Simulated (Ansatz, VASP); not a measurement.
## One calculation of TaO5, two programs

Contents of INCAR:

```
ALGO = Normal ; EDIFF = 1E-7
EDIFFG = -0.04 ; ENCUT = 600
GGA = PE ; IBRION = 2
ISIF = 3 ; ISMEAR = 0
LASPH = True ; LCHARG = False
LREAL = False ; LWAVE = False
NELM = 60 ; NSW = 90
PREC = Accurate ; SIGMA = 0.1
```

The input KPOINTS:

```
k-points
0
Gamma
  6 6 4
```

The input POSCAR:

```
TaO5
1.0
    4.0114755400      0.0000000000      0.0000000000
   -2.0057377700      3.4740397200      0.0000000000
    0.0000000000      0.0000000000      4.8845214600
Ta O
1 5
Direct
    0.0000000000      0.0000000000      0.0000000000
    0.0000000000      0.0000000000      0.3585938700
    0.0000000000      0.0000000000      0.6414061300
    0.6215569100      0.0000000000      0.5000000000
    0.0000000000      0.6215569100      0.5000000000
    0.3784430900      0.3784430900      0.5000000000
```

Input for Ansatz:

```yaml
crystal:
  lattice:
    - [4.01147554, 0.0, 0.0]
    - [-2.00573777, 3.47403972, 0.0]
    - [0.0, 0.0, 4.88452146]
  atoms:
    - { symbol: Ta, position: [0.0, 0.0, 0.0] }
    - { symbol: O, position: [0.0, 0.0, 0.35859387] }
    - { symbol: O, position: [0.0, 0.0, 0.64140613] }
    - { symbol: O, position: [0.62155691, 0.0, 0.5] }
    - { symbol: O, position: [0.0, 0.62155691, 0.5] }
    - { symbol: O, position: [0.37844309, 0.37844309, 0.5] }
basis:
  ecutwfc: 420
kpoints:
  mp_grid: { grid: [6, 6, 4] }
hamiltonian:
  xc: pbe
scf:
  occupations: { method: gaussian, width: 0.1 }
  lower_state_search: "off"
output:
  forces: true
  stress: true
  eigenvalues: true
relax:
  adjacent_minimum: "off"
  f_tol: 0.04
  max_steps: 70
  cell: { stress_tol: 0.4 }
```

Alike in both runs: task relaxation of cell and atoms; functional PBE; k mesh 6 × 6 × 4; occupations gaussian, width 0.1 eV; no spin polarisation.

|  | VASP | Ansatz |
| --- | --- | --- |
| version | VASP 6.6.1 | Ansatz 0.2.0 |
| potentials or method | VASP PAW PBE potentials, release 64 (Ta_pv, O) | scalar-relativistic, plane waves, PAW |
| plane-wave cutoff (eV) | 600 | 420 |
| valence electrons in the cell | 41 | 43 |

Ansatz gave:

```
gap on the k mesh at the Fermi level, each at its own relaxed structure (eV) : none
relaxed volume (Å³/atom)                                                     : 15.50
relaxed cell length with the largest relative difference (Å)                 : 8.677
energy change over the relaxation (meV/atom)                                 : -2200
```

Problem. What did VASP give for the same quantities?

Solution. gap on the k mesh at the Fermi level, each at its own relaxed structure (eV): none; relaxed volume (Å³/atom): 12.75; relaxed cell length with the largest relative difference (Å): 7.012; energy change over the relaxation (meV/atom): -1925.

A gap of «none» marks a metal or a gap that the smearing closes. One of these differences is far larger than is usual between the two programs; its cause wasn't traced. The two sets of potentials don't hold the same shells in valence.

Caveats: an odd number of electrons without spin polarisation forces a metal; a magnetic or distorted state may lie lower. The runs have no spin-orbit coupling, so splittings on Ta are missing.
